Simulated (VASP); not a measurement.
An input for Quantum ESPRESSO's pw.x (written as the equivalent of a VASP run, and not itself run):

```
&CONTROL
  calculation = 'vc-relax'
  pseudo_dir = './pseudo'
  outdir = './out'
  tprnfor = .true.
  tstress = .true.
  nstep = 60
  forc_conv_thr = 0.00078
/
&SYSTEM
  ibrav = 0
  nat = 4
  ntyp = 2
  ecutwfc = 84
  occupations = 'smearing'
  smearing = 'gaussian'
  degauss = 0.003675
  input_dft = 'pbesol'
/
&ELECTRONS
  conv_thr = 7.3e-08
  electron_maxstep = 100
/
&IONS
/
&CELL
/
ATOMIC_SPECIES
  Ti 47.867 Ti.upf
  Te 127.600 Te.upf
CELL_PARAMETERS angstrom
     3.5219135   -0.0000000    0.0000000
    -1.7609567    3.0500665    0.0000000
     0.0000000   -0.0000000    8.9332132
ATOMIC_POSITIONS crystal
  Ti   0.3333330  0.6666670  0.0362498
  Ti   0.6666670  0.3333330  0.5362498
  Te   0.3333330  0.6666670  0.3387502
  Te   0.6666670  0.3333330  0.8387502
K_POINTS automatic
  7 7 3 0 0 0
```

Q: Write the VASP files for the same calculation (PBEsol).

A: Several could match; the one computed here: 
File POSCAR:
```
TiTe
1.0
  3.5219134970   0.0000000000   0.0000000000
 -1.7609567485   3.0500665372   0.0000000000
  0.0000000000   0.0000000000   8.9332132486
Ti Te
2 2
Direct
  0.3333330000   0.6666670000   0.0362498216
  0.6666670000   0.3333330000   0.5362498216
  0.3333330000   0.6666670000   0.3387501784
  0.6666670000   0.3333330000   0.8387501784
```

**INCAR**
```
LREAL = .FALSE.   # projection in real space or not
EDIFFG = -0.02   # ionic stop
LMAXMIX = 4   # l cut-off of mixed one-centre charges
EDIFF = 1E-6   # SCF stop (eV)
GGA = PS
LWAVE = .FALSE.
ALGO = Normal
PREC = Accurate
SIGMA = 0.05
ISMEAR = 0
IBRION = 2   # conjugate gradients
LCHARG = .FALSE.
LASPH = .TRUE.   # aspherical one-centre terms
NELM = 100
NSW = 60
ISIF = 3
ENCUT = 400   # plane-wave cut-off (eV)
SYSTEM = TiTe
```

KPOINTS:
```
Automatic mesh
0
G
 7 7 3
0 0 0
```

POTCAR, in this order: Ti_sv Te (PBE.64 set). Program: vasp_std.

The two are equivalent in intent, not identical: the potentials are each code's own (VASP's PAW set, PseudoDojo norm-conserving files in pw.x), so ENCUT and ecutwfc are chosen apart and not converted; conv_thr bounds pw.x's estimated SCF error, while EDIFF bounds the energy change between steps; forc_conv_thr acts on force components and is met together with etot_conv_thr.

The structure was generated: TiTe was put into the wurtzite type (P6_3mc), which need not be its known phase. This run relaxes it. Symmetry was kept, so distortions that lower it aren't found. The start is the result of an earlier pass.
